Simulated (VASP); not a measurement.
Data:

```xyz
5
Lattice="3.9597 0.0000 0.0000 0.0000 3.9597 0.0000 0.0000 0.0000 3.9597" Properties=species:S:1:pos:R:3 pbc="T T T"
K      0.0000     0.0000     0.0000
Mg     1.9799     1.9799     1.9799
F      1.9799     0.0000     1.9799
F      0.0000     1.9799     1.9799
F      1.9799     1.9799     0.0000
```

Computed with SCAN meta-GGA, VASP's PBE PAW potentials (set 64) (plane waves; VASP). Run with 520 eV cut-off, 6×6×6 Γ-centred mesh, Gaussian smearing of 0.050 eV, potentials K_sv Mg F.

Q: Estimate the energy per atom (σ→0), band gap (on the k-mesh) with the smallest direct gap where there is one.

A: 
```yaml
band gap (on the k-mesh): 8.34 eV
smallest direct gap (on the k-mesh): 8.66 eV
energy per atom (σ→0): -8.353 eV/atom
```

Total energies compare only between runs with the same potentials, cut-off and functional.

The compound is KMgF3 in the cubic perovskite structure. It was relaxed first.
